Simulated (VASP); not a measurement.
```xyz
3
Lattice="-1.6288 1.6288 3.9729 1.6288 -1.6288 3.9729 1.6288 1.6288 -3.9729" Properties=species:S:1:pos:R:3 pbc="T T T"
Si     0.0000     0.0000     5.2840
Si     0.0000     0.0000     2.6619
W      0.0000     0.0000     0.0000
```

All values below come from PBE GGA, VASP's PBE PAW potentials (set 64) (plane waves; VASP 6.6.1). Run with 300 eV cut-off, 14×14×14 Γ-centred mesh, Gaussian smearing of 0.050 eV, potentials Si W_sv.

At this cut-off the stress carries a Pulay error, which pulls relaxed volumes low. Energy and stress use the plane-wave basis of the starting cell.

Task: The ions, cell shape and volume are relaxed. What does this cell relax into?

Result: 
```xyz
3
Lattice="-1.6133 1.6133 3.9320 1.6133 -1.6133 3.9320 1.6133 1.6133 -3.9320" Properties=species:S:1:pos:R:3 pbc="T T T"
Si     1.6133     1.6133     1.3005
Si     0.0000     0.0000     2.6315
W      0.0000     0.0000     7.8639
```
Space group I4/mmm (139), at a tolerance of 0.03 Å.

Task: How do energy and volume change from the first to the last step?

Result: The energy (σ→0) changes by -7.9 meV/atom and the volume by -2.9 %, in 6 ionic steps.

```
step  E(σ→0) (eV)  max force (eV/Å)  pressure (GPa)  volume (Å³)
----  -----------  ----------------  --------------  -----------
1        -24.7790             0.017           -6.12        42.16
2        -24.7266             0.234           12.55        38.97
3        -24.8026             0.070           -0.10        40.98
4        -24.8026             0.071            0.01        40.96
5        -24.8029             0.011            0.03        40.94
6        -24.8029             0.006            0.03        40.94
```

The structure is a typed WSi2 crystal. This run relaxes it. Symmetry was kept, so distortions that lower it aren't found. The run is one of a series of settings (EDIFFG = -0.01, IBRION = 2, ISIF = 3, NSW = 50 against the base run), some of them coarse on purpose.
